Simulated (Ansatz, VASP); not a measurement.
# SbP: VASP beside Ansatz

Wanted: the spread between two codes on one cell, functional and k mesh. The cell is generated by rule, not measured, and may not be a known phase. The cell is taken from a series of runs on this material, whose earlier steps may have relaxed, scaled, displaced or heated it; both programs get it as it stands.

Calculated with Ansatz 0.2.0; plane waves, with VASP 6.6.1 beside it; zone-centre phonons at PBE.

The structure was built from a prototype and need not be the compound's stable phase.

## (1) The structure

It takes space group P6_3mc (No. 186, hexagonal). The conventional cell has a = 4.780 Å, b = 4.780 Å, c = 5.872 Å, α = 90.00°, β = 90.00°, γ = 120.00°. Nearest to Sb lie 4 P at 2.59 to 2.78 Å. P has 4 Sb at 2.59 to 2.78 Å nearest. Farther neighbours are not listed.

As a file:

```cif
data_structure
_symmetry_space_group_name_H-M 'P6_3mc'
_symmetry_Int_Tables_number 186
_cell_length_a 4.7796
_cell_length_b 4.7796
_cell_length_c 5.8717
_cell_angle_alpha 90.000
_cell_angle_beta 90.000
_cell_angle_gamma 120.000
_cell_volume 116.17
loop_
_atom_site_label
_atom_site_type_symbol
_atom_site_symmetry_multiplicity
_atom_site_Wyckoff_symbol
_atom_site_fract_x
_atom_site_fract_y
_atom_site_fract_z
_atom_site_occupancy
Sb1 Sb 2 b 0.33333 0.66667 0.96693 1
P1 P 2 b 0.33333 0.66667 0.40807 1
```

## (2) Ansatz: zone-centre phonons, PBE

Ansatz runs on its default PAW (the set named soft_2) files.

Second derivatives magnify differences that forces hide, and they need a tight electronic threshold.

input.yaml

```yaml
crystal:
  lattice:
    - [4.779579986, -3.2685e-06, 0.0]
    - [-2.3897871623, 4.1392393215, 0.0]
    - [0.0, 0.0, 5.8717278375]
  atoms:
    - { symbol: Sb, position: [0.3333333333, 0.6666666667, -0.0330735997] }
    - { symbol: Sb, position: [0.6666666667, 0.3333333333, 0.4669264003] }
    - { symbol: P, position: [0.3333333333, 0.6666666667, 0.4080735997] }
    - { symbol: P, position: [0.6666666667, 0.3333333333, 0.9080735997] }
kpoints:
  mp_grid: { grid: [10, 10, 6] }
hamiltonian:
  xc: pbe
scf:
  occupations: { method: methfessel_paxton, width: 0.15 }
output:
  eigenvalues: true
phonons:
  method: dfpt
  qmesh: [2, 2, 1]
  temperatures: { t_max: 1000, t_step: 50 }
  qpath:
    path:
      - [[0.0, 0.0, 0.0], [0.5, 0.0, 0.0], [0.33333333, 0.33333333, 0.0], [0.0, 0.0, 0.0], [0.0, 0.0, 0.5], [0.5, 0.0, 0.5], [0.33333333, 0.33333333, 0.5], [0.0, 0.0, 0.5]]
      - [[0.5, 0.0, 0.5], [0.5, 0.0, 0.0]]
      - [[0.33333333, 0.33333333, 0.5], [0.33333333, 0.33333333, 0.0]]
    npoints: 10
```

Run with:

```console
> ansatz run input.yaml --threads 4 --pin off --max-ram 7168MiB --backend cpu --events-out ev --progress --plain --runs-dir out
```

Numbers of over 12 decimals in the logs are rounded to 6 here.

The program printed:

```text
Engine: ansatz 0.2.0, aarch64-unknown-linux-gnu
Pseudopotentials: kind: paw
Pseudopotential: Sb, paw, valence charge 15, recommended cutoff 420 eV (normal), Sb.paw.azcp
Pseudopotential: P, paw, valence charge 5, recommended cutoff 420 eV (normal), P.paw.azcp
Functional definition: PBE
  parameter kappa = 0.804
  parameter beta = 0.066725
  exchange = pbe_x(kappa = kappa, mu = beta*pi^2/3)
  correlation = pbe_c(beta = beta)
Crystal: 4 atoms, lattice volume = 116.165 Å³
Basis set: ecut = 420 eV, 2257 PW (Γ), exchange–correlation on 64×64×80 points (8 copies of the dense FFT grid, shifted against one another)
Bands: 24, of which v1, the nominal top of the filled ones, is band 20 counted from 1 (19 counted from 0)
Symmetry: 12 space group operations
k-points: 56 of 600 (time reversal used)
Non-local potential: Sb, projectors of the file, l = 0: 2, l = 1: 2, l = 2: 2, l = 3: 2
Non-local potential: P, projectors of the file, l = 0: 2, l = 1: 2, l = 2: 2
PAW form: soft (Blöchl's): semilocal exchange-correlation on the pseudo side does not see the compensation charge
PAW one-centre angular grid: Sb, 590 points (default); XC on 64 Gauss nodes
PAW one-centre angular grid: P, 110 points (default); XC on 64 Gauss nodes
Initial density: superposition of atomic densities (neutral atoms: chi_scale 0, normalization atom), corrected by the library's trained network
Initial wavefunctions: pseudopotential atomic-orbital guess
Functional: x = pbe(κ = 0.804, μ = 0.219515), c = pbe(β = 0.066725)
SCF iter   1: F=—  HF=-14479.312889 eV  |F-HF|=—  |Δ(HF+E_count)|=         —  Δρ=2.10e-3  dr2=6.47e-3  ethr=1.77e-3  ⟨swp⟩=7.9  Hψ=15068  notcnv=0
automatic band count: the SCF goes on with 28 bands, as 24 were too few: they end inside the smearing window of the response
preconditioner: auto → LDOS  [metal: Δε(μ)=0.033 eV  Ē_g=8.886 eV  σ=0.150 eV  W_gap=0.19  n_scr=22 (ndim 8)  ℏωp=15.4 eV  f_vac=0.064  D(μ)=2.08/eV (n_scr^D=8)  β→1.0]
SCF iter   2: F=—  HF=-14479.312655 eV  |F-HF|=—  |Δ(HF+E_count)|=   2.34e-4  S|Δr|=    0.00e0  Δρ=9.47e-4  dr2=1.08e-3  ethr=1.62e-5  ⟨swp⟩=2.6  Hψ=3217  notcnv=0
SCF iter   3: F=—  HF=-14479.312571 eV  |F-HF|=—  |Δ(HF+E_count)|=   8.34e-5  S|Δr|=    0.00e0  Δρ=5.33e-4  dr2=3.56e-4  ethr=2.71e-6  ⟨swp⟩=2.0  Hψ=2591  notcnv=0
SCF iter   4: F=—  HF=-14479.312449 eV  |F-HF|=—  |Δ(HF+E_count)|=   1.22e-4  S|Δr|=    0.00e0  Δρ=1.02e-4  dr2=1.61e-5  ethr=8.90e-7  ⟨swp⟩=2.0  Hψ=2600  notcnv=0
SCF iter   5: F=—  HF=-14479.312447 eV  |F-HF|=—  |Δ(HF+E_count)|=   1.96e-6  S|Δr|=    0.00e0  Δρ=4.00e-5  dr2=2.77e-6  ethr=4.03e-8  ⟨swp⟩=2.1  Hψ=2606  notcnv=0
SCF iter   6: F=—  HF=-14479.312446 eV  |F-HF|=—  |Δ(HF+E_count)|=   1.19e-6  S|Δr|=    0.00e0  Δρ=6.86e-6  dr2=5.31e-8  ethr=6.92e-9  ⟨swp⟩=2.0  Hψ=2380  notcnv=0
SCF iter   7: F=—  HF=-14479.312446 eV  |F-HF|=—  |Δ(HF+E_count)|=   7.13e-8  S|Δr|=    0.00e0  Δρ=2.11e-6  dr2=7.58e-9  ethr=1.33e-10  ⟨swp⟩=3.5  Hψ=3040  notcnv=0
SCF iter   8: F=—  HF=-14479.312446 eV  |F-HF|=—  |Δ(HF+E_count)|=   3.08e-9  S|Δr|=    0.00e0  Δρ=4.72e-7  dr2=2.01e-10  ethr=1.90e-11  ⟨swp⟩=2.2  Hψ=2236  notcnv=0
SCF iter   9: F=-14479.312446 eV  HF=-14479.312446 eV  |F-HF|=3.64e-12  |Δ(HF+E_count)|=  5.53e-10  S|Δr|=    0.00e0  Δρ=7.93e-8  dr2=3.54e-12  ethr=1.00e-12  ⟨swp⟩=12.1  Hψ=10601  notcnv=0
SCF 1 converged in 9 iterations: F = -14479.312446 eV  dr2 = 3.54e-12
  greatest PAW one-centre occupation: 0.996 electrons in one spin orbital (limit 2), on the Sb atom at site 0 (counted from 0), in its partial waves of l = 2
phonons: the bands overlap, so this run is a metal and interpolates without the dipole-dipole term. If the crystal is really an insulator or semiconductor, its LO-TO splitting is missing
NSCF: frozen V_eff on 56 k-points
NSCF: frozen V_eff on 304 k-points
DFPT response loops at q = (0, 0, 0) (fractional): preconditioner auto → Kerker (q_TF=auto, 2.284 Å⁻¹) (partly filled bands, converged f_vac=0.076); β = 1.00, the filter's whole step (`scf.mixing.beta` (0.50) is not read by the response loops under this deck's `scf.mixing.preconditioner`; to damp them name `kerker` or `kerker_dos`, under which they read `scf.mixing.beta`, and type it under 1.00, their step now; both keys bind the ground state too); Broyden in place of MSR1
NSCF: frozen V_eff on 608 k-points
DFPT response loops at q = (0, -0.5, 0) (fractional): mixed as the last ones told, above
SCF converged after 9 iterations
Stability not checked: this state was not tested for a lower state beside it, because cold or Methfessel-Paxton smearing, or corrected tetrahedra, fill the levels in a way that the test cannot read (fill_not_monotonic; see scf.lower_state_search)
Free energy (F): -14479.312446 eV
Harris-Foulkes:  -14479.312446 eV  (|F-HF|=3.64e-12)
Internal energy: -14479.309575 eV  (E = F + TS)
E sigma→0 (E₀):  -14479.311728 eV
Entropy (-TS):   -0.002871 eV (-0.718 meV/atom)
Fermi energy:    7.214122 eV
Step filling:    the computed levels leave a gap of 0.0400 eV = 0.3 smearing widths at the electron count; against every level under it full and every level over it empty, smearing changes F+E_penalty+E_count by -0.807 meV and its σ→0 estimate by -0.089 meV
--- Per-component energies (eV) ---
  E_band       = -418.337412
  E_kinetic    = 548.561755
  E_local      = -3922.402906  (includes V_loc(G=0)·N_el)
  E_nonlocal   = 791.586472
  E_hartree    = 1737.658224
  E_xc         = -397.121275
  E_vxc        = -310.226590  (∫ρ·V_xc dr)
  E_paw        = -10287.836709  (= ΣΔE_a)
  E_vpaw       = -1001.172645  (= ΣTr[D̂ρ^β])
  E_aug_tail   = 0.000004  (compensation charges beyond the density's cutoff)
  E_ewald      = -2949.755140
  E_smearing   = -0.002871  (= −TS)
  E_closure    = 0.000000  (closes the sum)
  Σ components = -14479.312446   (vs F -14479.312446, Δ=0.00e0)
--- Band table (eV; the first three rows and the last of 56) ---
  k-point 0: bands = [... 16 lower, 3.0770, 4.8478, 5.0714, 5.0714, 6.9732, 6.9732, 9.3671, 9.3671, ... 4 higher]
  k-point 1: bands = [... 16 lower, 3.1725, 4.8669, 4.8669, 5.4674, 7.0972, 7.0972, 9.1053, 9.1053, ... 4 higher]
  k-point 2: bands = [... 16 lower, 3.5508, 4.3971, 4.3971, 6.1505, 7.4312, 7.4312, 8.4944, 8.5314, ... 4 higher]
  k-point 55: bands = [... 16 lower, 5.0764, 5.0764, 7.0890, 7.0890, 7.7997, 7.7997, 8.6286, 8.6286, ... 4 higher]
--- Phonons (Γ-DFPT): 4 representative perturbations + reference (Σ response iterations 12) ---
  ASR residual: 4.364e-5 → 0.000e0 eV/Å²; symmetrization residual: 1.658e-5 eV/Å²
  ASR residual per site (eV/Å²): 4.36e-5 4.36e-5 3.40e-5 3.40e-5
  Γ frequencies (cm⁻¹): -46.17 -46.17 0.00 0.00 0.00 65.05 65.05 114.51 189.51 189.51 227.76 272.69
--- Phonons (arbitrary-q DFPT): 2 irreducible q on the 2×2×1 mesh ---
  q = [0.0000, 0.0000, 0.0000] (star 1, of the zone-centre solve; hermiticity 5.13e-6, symmetrization 1.24e-6): -46.17 -46.17 0.00 0.00 0.00 65.05 65.05 114.51 189.51 189.51 227.76 272.69
  q = [0.0000, -0.5000, 0.0000] (star 3, 6 solved perturbations in 1560 linear systems a pass and spin channel, the states on 304 of 600 k-point pairs; hermiticity 6.42e-5, symmetrization 7.66e-6): -55.62 24.64 61.72 64.53 87.00 90.92 93.35 99.76 138.59 180.24 246.52 251.20
  sum rule: each row above includes the acoustic sum rule's correction from the zone centre's row sums; it moved no ω² by more than (0.55 cm⁻¹)²
  mesh force constants: q→R imaginary residual 3.71e-18; ASR residual 4.364e-5 → 0.000e0 eV/Å²; symmetrization residual 6.217e-15 eV/Å²
  interpolated dispersion: 93 rows × 12 modes
  density of states and harmonic sums: on the 16×16×11 q-mesh, interpolated from the force constants of a 2×2×1 supercell (no non-analytic term)
  largest difference from the sums on the solved wave vectors: F 1.48e-1 eV, S 2.12e-4 and C_V 6.38e-5 eV/K
  zero-point energy: 0.082431 eV/cell   skipped modes (ω ≤ 0): 250, of them read as no rigid motion or as one in doubt: 247 (1.260e0 modes/cell left out, lowest -57.42 cm⁻¹)   left out of the sums: 1.05e-1 of the cell's modes: C_V's classical limit lies that fraction below 3 k_B per atom; for a crystal, a wire or a layer, F and S can be off by more, and a phonons.interpolated_qmesh denser along its periods is the remedy for the sampling
```

The column dr2 measures how far the density is from self-consistency, as an energy; F and HF (Harris–Foulkes) agree once it is small.

(Continued in part 2 of 2.)

[Lines on the potential files, build, host, timing and source positions are cut from VASP's logs without a mark.]

[Logs are printed without paths, hosts, clocks, repeated set-up lines and the standing remarks that a program may print on its own settings, such as how far it seeks lower states.]

[Hosts, paths, dates, database ids (printed as entryN), source tags and the programs' standing remarks are cut or masked in the printed files.]
